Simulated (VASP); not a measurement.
Level of theory: HSE06 screened hybrid (exact exchange on a k-mesh reduced by 3x3x1), VASP's PBE PAW potentials (set 64) (plane waves; VASP).

VASP input:

INCAR:
```
AEXX = 0.25
ALGO = Normal
EDIFF = 1E-5
ENCUT = 400
GGA = PE
HFSCREEN = 0.2
ISIF = 0
ISMEAR = 0
ISYM = 3
LASPH = T
LCHARG = F
LHFCALC = T
LMAXMIX = 4
LREAL = F
LVHAR = T
LWAVE = F
NELM = 50
NELMIN = 4
NKREDX = 3
NKREDY = 3
PREC = Normal
PRECFOCK = Fast
SIGMA = 0.05
SYSTEM = Bi2Te3 monolayer
```

POSCAR:
```
Bi2Te3 monolayer
1.0
  4.4348554986   0.0000000000   0.0000000000
 -2.2174277493   3.8406974271   0.0000000000
  0.0000000000   0.0000000000  24.6478185968
Bi Te
2 3
Cart
 -0.0000022174   2.5604662316  10.2748000233
  0.0000000000   0.0000000000  14.3730185735
  0.0000000000   0.0000000000   8.5618069403
  2.2174299667   1.2802311955  12.3239092984
 -0.0000022174   2.5604662316  16.0860116565
```

File KPOINTS:
```
Automatic mesh
0
Gamma
12 12 1
0 0 0
```

POTCAR, in this order: Bi_d Te (PBE.64 set). Program: vasp_std. Read from the step before: WAVECAR.

Exact exchange is summed on a reduced mesh (NKRED).

Task: What does the run give for the energy per atom (σ→0), largest force?

Result: 
| Property | Result |
|---|---|
| energy per atom (σ→0) | -4469 meV/atom |
| largest force | 0.288 eV/Å |

OSZICAR:
```
...
DAV:   1    -0.223214105988E+02   -0.22321E+02   -0.30565E+00  1064   0.117E+01    0.162E+01
DAV:   2    -0.223500026001E+02   -0.28592E-01   -0.14934E-01  1404   0.244E+00    0.107E+01
DAV:   3    -0.223475269131E+02    0.24757E-02   -0.84022E-03  1392   0.517E-01    0.667E+00
DAV:   4    -0.223473087511E+02    0.21816E-03   -0.26547E-03  1184   0.237E-01    0.404E+00
DAV:   5    -0.223472532024E+02    0.55549E-04   -0.57483E-04  1192   0.147E-01    0.243E+00
DAV:   6    -0.223472493615E+02    0.38410E-05   -0.21618E-04  1060   0.769E-02    0.146E+00
DAV:   7    -0.223472568669E+02   -0.75054E-05   -0.32685E-05  1008   0.323E-02
   1 F= -.22347257E+02 E0= -.22347257E+02  d E =-.168399E-15
```

The cell is a sheet with vacuum, built from Bi2Te3 (tetradymite). The cell's shape comes from a PBE relaxation.
